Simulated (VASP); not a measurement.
Data:

```
Ta
1.0
   -1.65000     1.65000     1.65000
    1.65000    -1.65000     1.65000
    1.65000     1.65000    -1.65000
Ta
1
Direct
  0.00000   0.00000   0.00000
```

Method: PBE GGA, VASP's PBE PAW potentials (set 64) (plane waves; VASP). Run with 400 eV cut-off, 14×14×14 Γ-centred mesh, Gaussian smearing of 0.010 eV, potentials Ta_pv.

Task: Give the stress tensor in GPa (positive for a compressed cell).

Result: 
```
3.64  0.00  0.00
0.00  3.64  0.00
0.00  0.00  3.64
```
The pressure is its mean diagonal, 3.64 GPa.

The compound is Ta in the bcc structure. The cell was not relaxed at this level. The run is one of a series of settings (ISMEAR = 0, SIGMA = 0.01 against the base run), some of them coarse on purpose.
